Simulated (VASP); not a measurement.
# A slab model of the (1 1 0) face of BiTe, part 2 of 4

Aim: model the (1 1 0) face of BiTe by a slab and find how far its highest filled level lies below the vacuum. The start is a cell from a database of measured crystal structures.

VASP 6.6.1; PBE; plane waves and PAW (Bi, Te).

So far. Step 2 (The bulk reference): Energy at zero smearing: -7.16520 eV.

## (3) Surface relaxation

System of this step: BiTe. The cell holds 10 atoms: 5 Bi and 5 Te. Cell: a = 4.575 Å, b = 6.470 Å, c = 24.150 Å, α = 90.0°, β = 90.0°, γ = 90.0°. It derives from BiTe. The (1 1 0) slab of BiTe, cut from the database cell. Vacuum lies along c.

The free atoms relax, while those held by selective dynamics keep their cut positions.

Contents of INCAR:

```
SYSTEM = BiTe
PREC = Normal
ENCUT = 300
EDIFF = 1E-05
NELM = 120
ISMEAR = 0
SIGMA = 0.05
LREAL = .FALSE.
ALGO = Fast
GGA = PE
NBANDS = 37
LORBIT = 11
LWAVE = .FALSE.
LCHARG = .FALSE.
KPAR = 2
IBRION = 2
NSW = 40
ISIF = 2
EDIFFG = -0.03
POTIM = 0.4
MAXMIX = 40
IDIPOL = 3
LDIPOL = .TRUE.
DIPOL = 0.5 0.5 0.5
```

Contents of POSCAR:

```
BiTe
1.0
    4.5749808743      0.0000000000      0.0000000000
    0.0000000000      6.4700000000      0.0000000000
    0.0000000000      0.0000000000     24.1499617486
Bi Te
5 5
Selective dynamics
Direct
    0.5000000000      0.5000000000      0.3105595000  F F F
    0.0000000000      0.0000000000      0.4052797500  F F F
    0.5000000000      0.5000000000      0.5000000000  T T T
    0.0000000000      0.0000000000      0.5947202500  T T T
    0.5000000000      0.5000000000      0.6894405000  T T T
    0.5000000000      0.0000000000      0.3105595000  F F F
    0.0000000000      0.5000000000      0.4052797500  F F F
    0.5000000000      0.0000000000      0.5000000000  T T T
    0.0000000000      0.5000000000      0.5947202500  T T T
    0.5000000000      0.0000000000      0.6894405000  T T T
```

Contents of KPOINTS:

```
Automatic mesh
0
Gamma
6 4 1
0 0 0
```

The projector-augmented-wave data sets are Bi and Te (PBE family, release 64).

Started as:

```console
$ mpirun -np 2 vasp_std
```

The program printed:

```text
[banner, memory and clock lines left out]
running    2 mpi-ranks, on    1 nodes
 distrk:  each k-point on    1 cores,    2 groups
 distr:  one band on    1 cores,    1 groups

 POSCAR found type information on POSCAR BiTe
 POSCAR found :  2 types and      10 ions
 LDA part: xc-table for (Slater+PW92), standard interpolation
 POSCAR, INCAR and KPOINTS ok, starting setup
 FFT: planning ... GRIDC
 FFT: planning ... GRID_SOFT
 FFT: planning ... GRID
 WAVECAR not read
 entering main loop
       N       E                     dE             d eps       ncg     rms          rms(c)
DAV:   1     0.276961773867E+03    0.27696E+03   -0.12780E+04   888   0.695E+02
DAV:   2    -0.154393855167E+00   -0.27712E+03   -0.27136E+03  1302   0.148E+02
DAV:   3    -0.328789481181E+02   -0.32725E+02   -0.32307E+02  1035   0.558E+01
DAV:   4    -0.349421740075E+02   -0.20632E+01   -0.20437E+01  1374   0.147E+01
DAV:   5    -0.349871601220E+02   -0.44986E-01   -0.44814E-01  1278   0.269E+00    0.131E+01
RMM:   6    -0.346322925674E+02    0.35487E+00   -0.69330E-01   889   0.201E+00    0.772E+00
RMM:   7    -0.346684398908E+02   -0.36147E-01   -0.42772E-01   902   0.164E+00    0.114E+00
RMM:   8    -0.346671745450E+02    0.12653E-02   -0.83089E-02   924   0.844E-01    0.126E+00
RMM:   9    -0.347298322876E+02   -0.62658E-01   -0.33887E-02   972   0.487E-01    0.186E+00
RMM:  10    -0.346401810045E+02    0.89651E-01   -0.11457E-02   900   0.309E-01    0.260E-01
RMM:  11    -0.346404852471E+02   -0.30424E-03   -0.30525E-03  1035   0.164E-01    0.211E-01
RMM:  12    -0.346402165598E+02    0.26869E-03   -0.84711E-04   959   0.800E-02    0.639E-02
RMM:  13    -0.346403120995E+02   -0.95540E-04   -0.29727E-04   918   0.436E-02    0.100E-01
RMM:  14    -0.346404787618E+02   -0.16666E-03   -0.16707E-04   866   0.386E-02    0.177E-01
RMM:  15    -0.346402907888E+02    0.18797E-03   -0.34132E-05   663   0.191E-02    0.710E-02
RMM:  16    -0.346402836441E+02    0.71447E-05   -0.21315E-05   612   0.135E-02
   1 F= -.34640284E+02 E0= -.34634567E+02  d E =-.346403E+02
 curvature:   0.00 expect dE= 0.000E+00 dE for cont linesearch  0.000E+00
 trial: gam= 0.00000 g(F)=  0.549E-01 g(S)=  0.000E+00 ort = 0.000E+00 (trialstep = 0.100E+01)
 search vector abs. value=  0.549E-01
 bond charge predicted
       N       E                     dE             d eps       ncg     rms          rms(c)
DAV:   1    -0.346876492039E+02   -0.47358E-01   -0.81173E-01   976   0.301E+00    0.316E-01
RMM:   2    -0.346920471826E+02   -0.43980E-02   -0.41068E-02   889   0.696E-01    0.472E-01
RMM:   3    -0.346903237161E+02    0.17235E-02   -0.50015E-03   916   0.275E-01    0.119E-01
RMM:   4    -0.346906960656E+02   -0.37235E-03   -0.12224E-03  1002   0.132E-01    0.203E-01
RMM:   5    -0.346904484453E+02    0.24762E-03   -0.28788E-04   947   0.622E-02    0.327E-02
RMM:   6    -0.346904809884E+02   -0.32543E-04   -0.99644E-05   842   0.315E-02    0.188E-02
RMM:   7    -0.346904981687E+02   -0.17180E-04   -0.20695E-05   591   0.155E-02    0.551E-03
RMM:   8    -0.346905158486E+02   -0.17680E-04   -0.73477E-06   556   0.958E-03    0.492E-03
RMM:   9    -0.346905359703E+02   -0.20122E-04   -0.48281E-06   532   0.684E-03    0.383E-03
RMM:  10    -0.346905480198E+02   -0.12049E-04   -0.13399E-06   410   0.456E-03    0.125E-03
RMM:  11    -0.346905640885E+02   -0.16069E-04   -0.12732E-06   325   0.393E-03    0.186E-03
RMM:  12    -0.346905691099E+02   -0.50214E-05   -0.23587E-07   235   0.333E-03
   2 F= -.34690569E+02 E0= -.34685100E+02  d E =-.502855E-01
[... from here on, the cycles between the ionic steps are left out ...]
   3 F= -.34769037E+02 E0= -.34763518E+02  d E =-.128753E+00
   4 F= -.34772552E+02 E0= -.34767063E+02  d E =-.132268E+00
   5 F= -.34772689E+02 E0= -.34767206E+02  d E =-.132406E+00
   6 F= -.34774082E+02 E0= -.34768617E+02  d E =-.139292E-02
   7 F= -.34776347E+02 E0= -.34770904E+02  d E =-.365770E-02
   8 F= -.34776444E+02 E0= -.34770990E+02  d E =-.375506E-02
   9 F= -.34777550E+02 E0= -.34772208E+02  d E =-.110565E-02
  10 F= -.34780135E+02 E0= -.34775111E+02  d E =-.369068E-02
  11 F= -.34782006E+02 E0= -.34777301E+02  d E =-.556117E-02
 curvature: -19.25 expect dE=-0.430E-02 dE for cont linesearch -0.425E-04
 trial: gam= 0.72259 g(F)=  0.223E-03 g(S)=  0.000E+00 ort =-0.355E-04 (trialstep = 0.816E+01)
 search vector abs. value=  0.471E-03
 bond charge predicted
       N       E                     dE             d eps       ncg     rms          rms(c)
DAV:   1    -0.347807668804E+02    0.12339E-02   -0.37294E-01   948   0.210E+00    0.217E-01
RMM:   2    -0.347828525208E+02   -0.20856E-02   -0.24500E-02   888   0.541E-01    0.262E-01
RMM:   3    -0.347836503355E+02   -0.79781E-03   -0.34424E-03   898   0.224E-01    0.338E-01
RMM:   4    -0.347837106271E+02   -0.60292E-04   -0.77666E-04  1006   0.103E-01    0.343E-01
RMM:   5    -0.347836787432E+02    0.31884E-04   -0.14320E-04   915   0.442E-02    0.319E-01
RMM:   6    -0.347837493229E+02   -0.70580E-04   -0.31738E-05   634   0.205E-02    0.324E-01
RMM:   7    -0.347837815673E+02   -0.32244E-04   -0.10449E-05   554   0.127E-02    0.328E-01
RMM:   8    -0.347841125513E+02   -0.33098E-03   -0.32473E-04  1087   0.499E-02    0.403E-01
RMM:   9    -0.347851524814E+02   -0.10399E-02   -0.66726E-04  1274   0.652E-02    0.608E-01
RMM:  10    -0.347844032116E+02    0.74927E-03   -0.16113E-04   898   0.326E-02    0.520E-01
RMM:  11    -0.347833405498E+02    0.10627E-02   -0.58746E-04  1164   0.669E-02    0.407E-01
RMM:  12    -0.347828347276E+02    0.50582E-03   -0.41365E-04  1091   0.553E-02    0.334E-01
RMM:  13    -0.347825979239E+02    0.23680E-03   -0.48447E-04  1154   0.556E-02    0.168E-01
RMM:  14    -0.347825351156E+02    0.62808E-04   -0.18153E-04   922   0.332E-02    0.110E-01
RMM:  15    -0.347825197929E+02    0.15323E-04   -0.31934E-05   628   0.180E-02    0.669E-02
RMM:  16    -0.347825204702E+02   -0.67733E-06   -0.15409E-05   566   0.136E-02
  12 F= -.34782520E+02 E0= -.34777851E+02  d E =-.514912E-03
 trial-energy change:   -0.000515  1 .order   -0.000648   -0.001614    0.000318
 step:   6.2010(harm=  6.8146)  dis= 0.01642  next Energy=   -34.782560 (dE=-0.555E-03)
 reached required accuracy - stopping structural energy minimisation
```

Elapsed: 6.8 min, on 2 MPI ranks of Intel Xeon Platinum 8488C (Sapphire Rapids), shared host; peak memory 0.64 GiB.

From OUTCAR (step 3):

```text
  LATTYP: Found a simple orthorhombic cell.
 ALAT       =     4.5749808743
 B/A-ratio  =     1.4142135624
 C/A-ratio  =     5.2787022311

 Subroutine GETGRP returns: Found  8 space group operations
 (whereof  8 operations were pure point group operations)

The static configuration has the point symmetry D_2h.

 Found     12 irreducible k-points:

   k-points           NKPTS =     12   k-points in BZ     NKDIM =     12   number of bands    NBANDS=     37

   dimension x,y,z NGX =    20 NGY =   28 NGZ =  108
   dimension x,y,z NGXF=    40 NGYF=   56 NGZF=  216

   ENCUT  =  300.0 eV  22.05 Ry    4.70 a.u.   6.46  9.14 34.11*2*pi/ulx,y,z

   NELECT =      55.0000    total number of electrons

 dipolmoment           0.000000      0.000000     -0.026144 electrons x Angstroem

 E-fermi :   0.6238

 k-point     1 :       0.0000    0.0000    0.0000
  band No.  band energies     occupation
    ...
     22      -1.3841      2.00000
     23      -1.2413      2.00000
     24      -0.9170      2.00000
     25      -0.8559      2.00000
     26       0.2691      2.00000
     27       0.6860      0.07833
     28       0.8916      0.00000
     29       1.0556      0.00000
     30       1.6143      0.00000
     31       1.8426      0.00000
    ...

 k-point     2 :       0.1667    0.0000    0.0000
  band No.  band energies     occupation
    ...
     22      -1.3140      2.00000
     23      -1.1900      2.00000
     24      -1.0441      2.00000
     25      -0.9711      2.00000
     26       0.5322      1.99040
     27       0.7546      0.00022
     28       0.9550      0.00000
     29       1.1141      0.00000
     30       1.8639      0.00000
     31       2.1605      0.00000
    ...

  Total       -4.8452844      0.5469273     -2.0694067      0.0000000      0.0000000      0.0000000
  in kB      -10.8597505      1.2258297     -4.6381675      0.0000000      0.0000000      0.0000000
  external PRESSURE =      -4.7573628 kB  Pullay stress =       0.0000000 kB

  energy-cutoff  :      300.00
  volume of cell :      714.84
      direct lattice vectors                 reciprocal lattice vectors
     4.574980874  0.000000000  0.000000000     0.218580149  0.000000000  0.000000000
     0.000000000  6.470000000  0.000000000     0.000000000  0.154559505  0.000000000
     0.000000000  0.000000000 24.149961749     0.000000000  0.000000000  0.041407933

 POSITION                                       TOTAL-FORCE (eV/Angst)
 -----------------------------------------------------------------------------------
      2.28749      3.23500      7.50000         0.000000      0.000000      0.310450
      0.00000      0.00000      9.78749         0.000000      0.000000     -0.623882
      2.28749      3.23500     12.14445         0.000000      0.000000     -0.007569
      0.00000      0.00000     14.53861         0.000000      0.000000     -0.014007
      2.28749      3.23500     16.72841         0.000000      0.000000      0.005006
      2.28749      0.00000      7.50000         0.000000      0.000000      0.601508
      0.00000      3.23500      9.78749         0.000000      0.000000     -0.273834
      2.28749      0.00000     12.08284         0.000000      0.000000     -0.005583
      0.00000      3.23500     14.56423         0.000000      0.000000     -0.012880
      2.28749      0.00000     16.56705         0.000000      0.000000      0.020791
 -----------------------------------------------------------------------------------
    total drift:                                0.000000     -0.000000     -0.000670

  FREE ENERGIE OF THE ION-ELECTRON SYSTEM (eV)
  ---------------------------------------------------
  free  energy   TOTEN  =       -34.7825204702 eV

  energy  without entropy=      -34.7731816740  energy(sigma->0) =      -34.77785107

 reached required accuracy - stopping structural energy minimisation

 vacuum level on the upper side and lower side of the slab         4.764         4.921

 total charge
# of ion       s       p       d       tot
------------------------------------------
    1        1.764   1.663   0.054   3.482
    2        1.791   1.589   0.096   3.477
    3        1.766   1.724   0.070   3.560
    4        1.791   1.640   0.102   3.533
    5        1.762   1.717   0.059   3.537
    6        1.395   1.905   0.017   3.317
    7        1.425   1.823   0.041   3.289
    8        1.400   1.917   0.027   3.344
    9        1.425   1.833   0.042   3.300
   10        1.401   1.916   0.024   3.342
--------------------------------------------------
tot         15.920  17.728   0.531  34.180

[... 7 further parts left out ...]
```

CONTCAR:

```
BiTe
   1.00000000000000
     4.5749808743000004    0.0000000000000000    0.0000000000000000
     0.0000000000000000    6.4699999999999998    0.0000000000000000
     0.0000000000000000    0.0000000000000000   24.1499617485999991
  Bi              Te
     5     5
Selective dynamics
Direct
     0.5000000000000000    0.5000000000000000    0.3105594999999965   F   F   F
     0.0000000000000000    0.0000000000000000    0.4052797499999983   F   F   F
     0.5000000000000000    0.5000000000000000    0.5028766435122198   T   T   T
     0.0000000000000000    0.0000000000000000    0.6020138307196597   T   T   T
     0.5000000000000000    0.5000000000000000    0.6926889584129665   T   T   T
     0.5000000000000000    0.0000000000000000    0.3105594999999965   F   F   F
     0.0000000000000000    0.5000000000000000    0.4052797499999983   F   F   F
     0.5000000000000000    0.0000000000000000    0.5003253019864218   T   T   T
     0.0000000000000000    0.5000000000000000    0.6030748545574819   T   T   T
     0.5000000000000000    0.0000000000000000    0.6860073856614838   T   T   T
```

The run keeps the 4 symmetry operations of its start, so it cannot find a distortion of lower symmetry.

Step by step:

```csv
step,energy less that of the first step (eV),largest force (eV/Å)
1,0.0000,0.8404
2,-0.0503,0.6784
3,-0.1288,0.1917
4,-0.1323,0.1313
5,-0.1324,0.1439
6,-0.1338,0.1114
7,-0.1361,0.0814
8,-0.1362,0.0943
9,-0.1373,0.0809
10,-0.1399,0.0455
11,-0.1417,0.0440
12,-0.1422,0.0208
```

The atoms that moved most (Å):

```csv
atom,dx,dy,dz,length
Te9,0.000,0.000,0.202,0.202
Bi4,0.000,0.000,0.176,0.176
Te10,0.000,0.000,-0.083,0.083
Bi5,0.000,0.000,0.078,0.078
Bi3,0.000,0.000,0.069,0.069
Te8,0.000,0.000,0.008,0.008
```

The relaxed structure:

```cif
data_structure
_symmetry_space_group_name_H-M 'P 1'
_symmetry_Int_Tables_number 1
_cell_length_a 4.5750
_cell_length_b 6.4700
_cell_length_c 24.1500
_cell_angle_alpha 90.000
_cell_angle_beta 90.000
_cell_angle_gamma 90.000
_cell_volume 714.84
loop_
_atom_site_label
_atom_site_type_symbol
_atom_site_fract_x
_atom_site_fract_y
_atom_site_fract_z
_atom_site_occupancy
Bi1 Bi 0.50000 0.50000 0.31056 1
Bi2 Bi 0.00000 0.00000 0.40528 1
Bi3 Bi 0.50000 0.50000 0.50288 1
Bi4 Bi 0.00000 0.00000 0.60201 1
Bi5 Bi 0.50000 0.50000 0.69269 1
Te6 Te 0.50000 0.00000 0.31056 1
Te7 Te 0.00000 0.50000 0.40528 1
Te8 Te 0.50000 0.00000 0.50033 1
Te9 Te 0.00000 0.50000 0.60307 1
Te10 Te 0.50000 0.00000 0.68601 1
```

This step gave:

```yaml
electronic_cycles: 95
electrons: 55
free_energy_toten: -34.78 eV
energy_at_zero_smearing: -34.78 eV
fermi_energy: 0.6238 eV
dipole_moment: 0, 0, -0.02614 e·Å
```

The run ended after 12 ionic steps, 0.142 eV below its first step, once the forces on the free atoms met EDIFFG = -0.03.

Only the dipole across the slab is computed (IDIPOL = 3); zeros along the plane are no results.

VASP counts the dipole in electrons times Å, so a positive number points the physical dipole along −c.

(Part 2 of 4 ends here.)

[Lines on the potential files, build, host, timing and source positions are cut from VASP's logs without a mark.]

[Logs are printed without paths, hosts, clocks, repeated set-up lines and the standing remarks that a program may print on its own settings, such as how far it seeks lower states.]

[Hosts, paths, dates, database ids (printed as entryN), source tags and the programs' standing remarks are cut or masked in the printed files.]

[In band tables of VASP the shares of atoms and orbitals are scaled to a sum of 1 inside the atoms' spheres.]

[Runs that stopped without an error message from VASP are left out.]
